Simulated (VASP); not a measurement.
Level of theory: PBEsol GGA, VASP's PBE PAW potentials (set 64) (plane waves; VASP).

A VASP calculation is set up with these files.

File POSCAR:
```
CoSi2
1
    0.0000000000     2.7086154805     2.7086154805
    2.7086154805     0.0000000000     2.7086154805
    2.7086154805     2.7086154805     0.0000000000
Co Si
1 2
Direct
  0.0000000000   0.0000000000   0.0000000000
  0.2500000000   0.2500000000   0.2500000000
  0.7500000000   0.7500000000   0.7500000000
```

**INCAR**
```
SYSTEM = CoSi2
LASPH = T
NELM = 100   ! most electronic steps
LWAVE = F
LMAXMIX = 4   ! l cut-off of mixed one-centre charges
LREAL = F   ! projection in real space or not
PREC = Accurate
ALGO = Normal   ! blocked Davidson
LCHARG = F
ISIF = 2   ! forces and stress, cell fixed
GGA = PS
SIGMA = 0.1
ENCUT = 520   ! plane-wave cut-off (eV)
EDIFF = 1E-7   ! SCF stop (eV)
ISMEAR = 1
```

### KPOINTS
```
kpoints
0
G
 10 10 10
```

POTCAR, in this order: Co Si (PBE.64 set). Program: vasp_std.

The resulting files:

File OSZICAR:
```
       N       E                     dE             d eps       ncg     rms          rms(c)
DAV:   1     0.668132630500E+02    0.66813E+02   -0.70037E+03  1136   0.134E+03
DAV:   2    -0.184313067130E+02   -0.85245E+02   -0.80279E+02  1160   0.252E+02
DAV:   3    -0.224388202556E+02   -0.40075E+01   -0.38633E+01  1436   0.632E+01
DAV:   4    -0.225465510124E+02   -0.10773E+00   -0.10743E+00  1388   0.962E+00
DAV:   5    -0.225498095834E+02   -0.32586E-02   -0.32573E-02  1512   0.176E+00    0.148E+01
DAV:   6    -0.268647651709E+02   -0.43150E+01   -0.48420E+01  1412   0.146E+02    0.196E+01
DAV:   7    -0.209211740911E+02    0.59436E+01   -0.19312E+01  1496   0.113E+02    0.339E+00
DAV:   8    -0.209529667019E+02   -0.31793E-01   -0.13278E+00  1428   0.102E+01    0.197E+00
DAV:   9    -0.209103677175E+02    0.42599E-01   -0.13185E-01  1376   0.746E+00    0.481E-01
DAV:  10    -0.209094962339E+02    0.87148E-03   -0.82926E-03  1688   0.133E+00    0.116E-01
DAV:  11    -0.209093537923E+02    0.14244E-03   -0.73034E-04  1660   0.523E-01    0.525E-02
DAV:  12    -0.209093685277E+02   -0.14735E-04   -0.40627E-05  1268   0.588E-02    0.247E-02
DAV:  13    -0.209093659558E+02    0.25719E-05   -0.51252E-06  1616   0.272E-02    0.640E-03
DAV:  14    -0.209093658636E+02    0.92235E-07   -0.13384E-06  1708   0.158E-02    0.313E-03
DAV:  15    -0.209093659088E+02   -0.45236E-07   -0.12952E-07   796   0.711E-03
   1 F= -.20909366E+02 E0= -.20909827E+02  d E =0.138353E-02
```

OUTCAR:
```
------------------------ aborting loop because EDIFF is reached ----------------------------------------
  FORCE on cell =-STRESS in cart. coord.  units (eV):
  Direction    XX          YY          ZZ          XY          YZ          ZX
  --------------------------------------------------------------------------------------
  Total       -2.4721256     -2.4721256     -2.4721256     -0.0000000     -0.0000000     -0.0000000
  in kB      -99.6572861    -99.6572861    -99.6572861     -0.0000000     -0.0000000     -0.0000000
  external PRESSURE =     -99.6572861 kB  Pullay stress =       0.0000000 kB
  volume of cell :       39.74
      direct lattice vectors                 reciprocal lattice vectors
     0.000000000  2.708615480  2.708615480    -0.184596154  0.184596154  0.184596154
     2.708615480  0.000000000  2.708615480     0.184596154 -0.184596154  0.184596154
     2.708615480  2.708615480  0.000000000     0.184596154  0.184596154 -0.184596154
 POSITION                                       TOTAL-FORCE (eV/Angst)
 -----------------------------------------------------------------------------------
      0.00000      0.00000      0.00000        -0.000000      0.000000     -0.000000
      1.35431      1.35431      1.35431        -0.000000     -0.000000     -0.000000
      4.06292      4.06292      4.06292         0.000000      0.000000      0.000000
 -----------------------------------------------------------------------------------
    total drift:                               -0.000000     -0.000000      0.000000
  FREE ENERGIE OF THE ION-ELECTRON SYSTEM (eV)
  ---------------------------------------------------
  free  energy   TOTEN  =       -20.9093659088 eV

  energy  without entropy=      -20.9107494399  energy(sigma->0) =      -20.90982709
```
(Selected blocks of OUTCAR.)

The compound is CoSi2 in the fluorite structure. This cell is one point of a volume scan, at 1.06 of the reference volume. The run is not spin-polarised, so no magnetic state was tried. The electron count is odd and the run is not spin-polarised, which forces a metal.
